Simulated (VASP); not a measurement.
Energy against volume of Se (trig). These are r2SCAN+rVV10, VASP's PBE PAW potentials (set 64) (plane waves; VASP) values and carry that method's errors. Settings: 520 eV cut-off, 6×6×5 Γ-centred mesh, Gaussian smearing of 0.050 eV, potentials Se.

Shape and ions are relaxed at each volume.

| V (Å³/atom) | E (eV/atom) |
|---|---|
| 26.030 | -14.15841 |
| 26.835 | -14.16018 |
| 27.640 | -14.15961 |
| 28.445 | -14.15723 |

Task: Fit these four points and predict the energy of the run at 25.225 Å³/atom.

Result: A cubic in V^(−2/3), the third-order Birch-Murnaghan form, passes through the four points with V0 = 27.01 Å³/atom and B0 = 15 GPa, and gives -14.1536 eV/atom there. The run gave -14.1537 eV/atom, -0.0 meV/atom from the fit; all five points give B0 = 15 GPa.

The compound is Se in the trig structure. It was relaxed first.
